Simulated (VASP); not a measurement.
Calculation: PBEsol GGA, VASP's PBE PAW potentials (set 64) (plane waves; VASP 6.6.1).

Input for VASP

INCAR:
```
LREAL = .FALSE.   # projection in real space or not
LWAVE = .FALSE.
GGA = PS   # PBEsol
ISMEAR = 0   # Gaussian
NELM = 100   # most electronic steps
LEPSILON = .TRUE.
LASPH = .TRUE.
LCHARG = .FALSE.
SYSTEM = BaTiO3
ALGO = Normal   # blocked Davidson
ENCUT = 520   # plane-wave cut-off (eV)
EDIFF = 1E-8   # SCF stop (eV)
PREC = Accurate
SIGMA = 0.01   # width (eV)
LMAXMIX = 4
```

POSCAR:
```
BaTiO3
3.9837730
  0.9999999962   0.0000000000   0.0000000000
  0.0000000000   0.9999999962   0.0000000000
  0.0000000000   0.0000000000   0.9999999962
Ba Ti O
1 1 3
Cart
  0.0000000000   0.0000000000   0.0000000000
  0.4999999981   0.4999999981   0.4999999981
  0.4999999981   0.0000000000   0.4999999981
  0.0000000000   0.4999999981   0.4999999981
  0.4999999981   0.4999999981   0.0000000000
```

File KPOINTS:
```
Automatic mesh
0
Gamma
6 6 6
0 0 0
```

POTCAR, in this order: Ba_sv Ti_sv O (PBE.64 set). Program: vasp_std.

Output of the run:

OSZICAR:
```
...
       N       E                     dE             d eps       ncg     rms          rms(c)
RMM:   1    -0.966152057721E+00   -0.96615E+00   -0.38132E+00  3201   0.995E+00
RMM:   2    -0.104513027235E+01   -0.78978E-01   -0.19453E-01  3691   0.201E+00    0.132E+00
RMM:   3    -0.103433652875E+01    0.10794E-01   -0.83627E-02  3519   0.146E+00    0.748E-01
RMM:   4    -0.106014238694E+01   -0.25806E-01   -0.50929E-02  3511   0.125E+00    0.194E-01
RMM:   5    -0.107207658746E+01   -0.11934E-01   -0.20018E-02  4016   0.528E-01    0.522E-02
RMM:   6    -0.107405091753E+01   -0.19743E-02   -0.53868E-03  4141   0.232E-01    0.365E-02
RMM:   7    -0.107499546804E+01   -0.94455E-03   -0.36081E-03  4039   0.114E-01    0.268E-02
RMM:   8    -0.107595091252E+01   -0.95544E-03   -0.11020E-03  3795   0.733E-02    0.501E-03
RMM:   9    -0.107605812275E+01   -0.10721E-03   -0.68629E-04  4077   0.402E-02    0.223E-03
RMM:  10    -0.107614509046E+01   -0.86968E-04    0.30383E-04  4253   0.234E-02    0.219E-03
RMM:  11    -0.107625531285E+01   -0.11022E-03   -0.16352E-05  3991   0.155E-02    0.155E-03
RMM:  12    -0.107633214020E+01   -0.76827E-04    0.25333E-04  4036   0.104E-02    0.739E-04
RMM:  13    -0.107631409759E+01    0.18043E-04    0.67803E-05  4202   0.703E-03    0.408E-04
RMM:  14    -0.107633648301E+01   -0.22385E-04    0.17659E-04  4212   0.478E-03    0.581E-04
RMM:  15    -0.107633890805E+01   -0.24250E-05    0.43239E-05  3994   0.321E-03    0.101E-03
RMM:  16    -0.107636386910E+01   -0.24961E-04    0.83890E-05  3764   0.255E-03    0.659E-04
RMM:  17    -0.107636442111E+01   -0.55201E-06    0.20763E-05  3822   0.144E-03    0.797E-04
RMM:  18    -0.107636962545E+01   -0.52043E-05    0.23959E-05  3439   0.101E-03    0.758E-04
RMM:  19    -0.107637845891E+01   -0.88335E-05    0.75699E-06  3908   0.826E-04    0.571E-04
RMM:  20    -0.107639096514E+01   -0.12506E-04    0.88854E-06  4171   0.750E-04    0.246E-04
RMM:  21    -0.107639598598E+01   -0.50208E-05    0.35012E-06  3441   0.409E-04    0.143E-04
RMM:  22    -0.107640400670E+01   -0.80207E-05    0.36286E-06  3856   0.393E-04    0.960E-05
RMM:  23    -0.107640742905E+01   -0.34223E-05    0.15288E-06  3068   0.217E-04    0.163E-04
RMM:  24    -0.107640478924E+01    0.26398E-05    0.15134E-06  2416   0.164E-04    0.732E-05
RMM:  25    -0.107640429747E+01    0.49178E-06    0.75199E-07  1289   0.946E-05    0.508E-05
RMM:  26    -0.107640339192E+01    0.90554E-06    0.48190E-07  1781   0.890E-05    0.174E-05
RMM:  27    -0.107640281879E+01    0.57313E-06    0.37217E-07  1015   0.640E-05    0.412E-06
 Linear response to external field, progress :
  Direction:   2
       N       E                     dE             d eps       ncg     rms          rms(c)
RMM:   1    -0.966683552108E+00   -0.96668E+00   -0.38185E+00  3199   0.995E+00
RMM:   2    -0.104512825147E+01   -0.78445E-01   -0.19564E-01  3689   0.202E+00    0.132E+00
RMM:   3    -0.103433614868E+01    0.10792E-01   -0.83603E-02  3521   0.146E+00    0.749E-01
RMM:   4    -0.106015431914E+01   -0.25818E-01   -0.50843E-02  3516   0.125E+00    0.194E-01
RMM:   5    -0.107203742319E+01   -0.11883E-01   -0.19939E-02  4041   0.528E-01    0.530E-02
RMM:   6    -0.107399766145E+01   -0.19602E-02   -0.53918E-03  4133   0.234E-01    0.375E-02
RMM:   7    -0.107495525493E+01   -0.95759E-03   -0.36602E-03  4051   0.116E-01    0.277E-02
RMM:   8    -0.107600412357E+01   -0.10489E-02   -0.14285E-03  3783   0.750E-02    0.529E-03
RMM:   9    -0.107609755471E+01   -0.93431E-04   -0.92971E-04  4099   0.406E-02    0.220E-03
RMM:  10    -0.107615022206E+01   -0.52667E-04   -0.75443E-04  4268   0.237E-02    0.208E-03
RMM:  11    -0.107626450752E+01   -0.11429E-03   -0.39983E-04  4026   0.157E-02    0.145E-03
RMM:  12    -0.107634318475E+01   -0.78677E-04   -0.30052E-04  4034   0.108E-02    0.690E-04
RMM:  13    -0.107633363202E+01    0.95527E-05   -0.23995E-04  4230   0.723E-03    0.254E-04
RMM:  14    -0.107634730315E+01   -0.13671E-04   -0.98075E-05  4343   0.477E-03    0.477E-04
RMM:  15    -0.107634813067E+01   -0.82752E-06   -0.10864E-04  3873   0.325E-03    0.884E-04
RMM:  16    -0.107636328157E+01   -0.15151E-04   -0.27618E-05  3678   0.241E-03    0.734E-04
RMM:  17    -0.107636865340E+01   -0.53718E-05   -0.39283E-05  3731   0.157E-03    0.710E-04
RMM:  18    -0.107637892970E+01   -0.10276E-04   -0.67039E-07  3681   0.112E-03    0.525E-04
RMM:  19    -0.107638151375E+01   -0.25841E-05   -0.24659E-06  3413   0.677E-04    0.495E-04
RMM:  20    -0.107637897317E+01    0.25406E-05    0.18374E-06  2622   0.475E-04    0.604E-04
RMM:  21    -0.107638894157E+01   -0.99684E-05   -0.26603E-07  4084   0.532E-04    0.315E-04
RMM:  22    -0.107640017015E+01   -0.11229E-04    0.80356E-08  4216   0.500E-04    0.282E-05
RMM:  23    -0.107640028399E+01   -0.11384E-06    0.31477E-07  1607   0.168E-04    0.228E-05
RMM:  24    -0.107640159372E+01   -0.13097E-05    0.81468E-08  1844   0.142E-04    0.409E-05
RMM:  25    -0.107640280538E+01   -0.12117E-05   -0.22092E-08  2131   0.123E-04    0.752E-05
RMM:  26    -0.107640239510E+01    0.41028E-06   -0.66379E-08   705   0.770E-05    0.634E-05
RMM:  27    -0.107640214764E+01    0.24746E-06   -0.17585E-08   701   0.673E-05    0.540E-05
RMM:  28    -0.107640083424E+01    0.13134E-05    0.28521E-08  1453   0.782E-05    0.164E-05
RMM:  29    -0.107640050686E+01    0.32738E-06   -0.73239E-09   693   0.555E-05    0.735E-06
 Linear response to external field, progress :
  Direction:   3
       N       E                     dE             d eps       ncg     rms          rms(c)
RMM:   1    -0.966098993578E+00   -0.96610E+00   -0.38126E+00  3190   0.992E+00
RMM:   2    -0.104495547217E+01   -0.78856E-01   -0.19556E-01  3683   0.200E+00    0.132E+00
RMM:   3    -0.103428663933E+01    0.10669E-01   -0.84337E-02  3517   0.146E+00    0.748E-01
RMM:   4    -0.106011419763E+01   -0.25828E-01   -0.51230E-02  3513   0.125E+00    0.194E-01
RMM:   5    -0.107208725368E+01   -0.11973E-01   -0.19786E-02  4007   0.523E-01    0.521E-02
RMM:   6    -0.107402957928E+01   -0.19423E-02   -0.54048E-03  4112   0.229E-01    0.364E-02
RMM:   7    -0.107498214930E+01   -0.95257E-03   -0.36748E-03  4033   0.114E-01    0.265E-02
RMM:   8    -0.107596054353E+01   -0.97839E-03   -0.12705E-03  3771   0.727E-02    0.482E-03
RMM:   9    -0.107605661508E+01   -0.96072E-04   -0.90113E-04  4087   0.392E-02    0.208E-03
RMM:  10    -0.107615046791E+01   -0.93853E-04   -0.62400E-04  4248   0.225E-02    0.228E-03
RMM:  11    -0.107626574093E+01   -0.11527E-03   -0.37963E-04  3970   0.148E-02    0.156E-03
RMM:  12    -0.107634754011E+01   -0.81799E-04   -0.18101E-04  3949   0.103E-02    0.890E-04
RMM:  13    -0.107632111559E+01    0.26425E-04   -0.16416E-04  4223   0.687E-03    0.458E-04
RMM:  14    -0.107633303106E+01   -0.11915E-04   -0.64464E-05  4247   0.459E-03    0.743E-04
RMM:  15    -0.107632842808E+01    0.46030E-05   -0.54384E-05  3851   0.329E-03    0.138E-03
RMM:  16    -0.107637848740E+01   -0.50059E-04   -0.13238E-05  4207   0.329E-03    0.355E-04
RMM:  17    -0.107638868547E+01   -0.10198E-04   -0.29518E-05  3846   0.172E-03    0.226E-04
RMM:  18    -0.107640079862E+01   -0.12113E-04   -0.16177E-05  3823   0.119E-03    0.175E-04
RMM:  19    -0.107640984775E+01   -0.90491E-05   -0.18053E-05  3811   0.881E-04    0.354E-04
RMM:  20    -0.107640394898E+01    0.58988E-05   -0.12863E-05  3366   0.589E-04    0.117E-04
RMM:  21    -0.107640402110E+01   -0.72114E-07   -0.72689E-06  2500   0.315E-04    0.883E-05
RMM:  22    -0.107640367689E+01    0.34420E-06   -0.49706E-06  2294   0.227E-04    0.530E-05
RMM:  23    -0.107640041672E+01    0.32602E-05   -0.28573E-06  2940   0.216E-04    0.555E-05
RMM:  24    -0.107640040395E+01    0.12769E-07   -0.21074E-06  1031   0.108E-04    0.613E-05
RMM:  25    -0.107640131705E+01   -0.91310E-06   -0.12808E-06  1078   0.891E-05    0.397E-05
RMM:  26    -0.107640210581E+01   -0.78876E-06   -0.10976E-06  1520   0.871E-05    0.169E-05
RMM:  27    -0.107640270623E+01   -0.60042E-06   -0.63893E-07  1076   0.718E-05    0.316E-06
```

### OUTCAR
```
------------------------ aborting loop because EDIFF is reached ----------------------------------------

 HEAD OF MICROSCOPIC STATIC DIELECTRIC TENSOR (INDEPENDENT PARTICLE, excluding Hartree and local field effects)
 ------------------------------------------------------
           7.056136    -0.000000    -0.000000
          -0.000000     7.056136     0.000000
           0.000000    -0.000000     7.056136
 ------------------------------------------------------

 MACROSCOPIC STATIC DIELECTRIC TENSOR (including local field effects in DFT)
 ------------------------------------------------------
           6.866713     0.000000    -0.000000
           0.000000     6.866713     0.000000
           0.000000     0.000000     6.866713
 ------------------------------------------------------

 PIEZOELECTRIC TENSOR (including local field effects)  for field in x, y, z        (e  Angst)
          XX          YY          ZZ          XY          YZ          ZX
  --------------------------------------------------------------------------------
  x     0.00000     0.00000     0.00000     0.00000     0.00000     0.00000
  y     0.00000     0.00000     0.00000     0.00000     0.00000     0.00000
  z     0.00000     0.00000     0.00000     0.00000     0.00000     0.00000

 PIEZOELECTRIC TENSOR (including local field effects)  for field in x, y, z        (C/m^2)
          XX          YY          ZZ          XY          YZ          ZX
  --------------------------------------------------------------------------------
  x     0.00000     0.00000     0.00000     0.00000     0.00000     0.00000
  y     0.00000     0.00000     0.00000     0.00000     0.00000     0.00000
  z     0.00000     0.00000     0.00000     0.00000     0.00000     0.00000

 BORN EFFECTIVE CHARGES (including local field effects) (in |e|, cummulative output)
 ---------------------------------------------------------------------------------
 ion    1
    1     2.75473    -0.00000     0.00000
    2     0.00000     2.75473     0.00000
    3     0.00000    -0.00000     2.75473
 ion    2
    1     7.46215     0.00000     0.00000
    2    -0.00000     7.46215     0.00000
    3     0.00000     0.00000     7.46215
 ion    3
    1    -2.15689    -0.00000    -0.00000
    2     0.00000    -5.90309     0.00000
    3     0.00000    -0.00000    -2.15689
 ion    4
    1    -5.90309    -0.00000     0.00000
    2    -0.00000    -2.15689     0.00000
    3    -0.00000    -0.00000    -2.15689
 ion    5
    1    -2.15689     0.00000     0.00000
    2     0.00000    -2.15689     0.00000
    3    -0.00000     0.00000    -5.90309
```
(Selected blocks of OUTCAR.)

The dielectric response may not be converged in the k-mesh; for small gaps it tends to come out too large.

The compound is BaTiO3 in the cubic perovskite structure, the ideal cubic form; the compound distorts at low or room temperature. It was relaxed first.
